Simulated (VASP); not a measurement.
Here is a VASP 6.6.1 calculation.

The input INCAR:

```
SYSTEM = BiS
ALGO = Normal
EDIFF = 1E-7
EDIFFG = -0.01
ENCUT = 600
IBRION = 2
ISIF = 3
ISMEAR = -1
IVDW = 11
LASPH = .True.
LCHARG = .False.
LMIXTAU = .True.
LREAL = .False.
LWAVE = .False.
METAGGA = SCAN
NELM = 80
NSW = 40
PREC = Accurate
SIGMA = 0.05
```

KPOINTS

```
k-points
0
Gamma
  8 8 8
  0 0 0
```

POSCAR

```
BiS
1.0
    2.1092708700      1.2177881000      3.5004874800
   -2.1092708700      1.2177881000      3.5004874800
    0.0000000000     -2.4355762100      3.5004874800
Bi S
1 1
Direct
    0.0000000000      0.0000000000      0.0000000000
    0.5000000000      0.5000000000      0.5000000000
```

Potentials or basis: VASP PAW PBE potentials, release 64 (Bi_d, S).

Run with:

```bash
$ cat potpaw_PBE.64/Bi_d/POTCAR potpaw_PBE.64/S/POTCAR > POTCAR
$ mpirun -np 1 vasp_std > vasp.out
```

Task: Predict the relaxed cell.

Result: a = 4.500 Å, b = 4.500 Å, c = 4.500 Å, α = 49.87°, β = 49.87°, γ = 49.87°.

Task: Predict the space group after relaxing (to 0.05 Å).

Result: R-3m (No. 166).

Task: What does it give for the band gap on the k mesh?

Result: None (metal or under the smearing width).

Task: Predict the dispersion energy per atom.

Result: -0.090 eV.

The path:
```
step  energy change (eV)  largest force (eV/Å)  pressure (GPa)  volume (Å³)
   1              0.0000                0.0000           -3.23        53.95
   2             -0.0253                0.0000            1.79        49.81
   3             -0.0315                0.0000            0.08        51.02
   4             -0.0348                0.0000            0.10        50.96
   5             -0.0499                0.0000            0.11        50.77
   6             -0.0881                0.0000            0.14        50.31
   7             -0.1527                0.0000            0.02        49.06
   8             -0.1527                0.0000            0.01        49.01
```

Caveat: the PAW data sets were made with another functional, which shifts forces and pressure a little; spin-orbit coupling is left out, which moves the levels of the heavy elements; pairwise dispersion overbinds metals, which lowers pressure and volume.
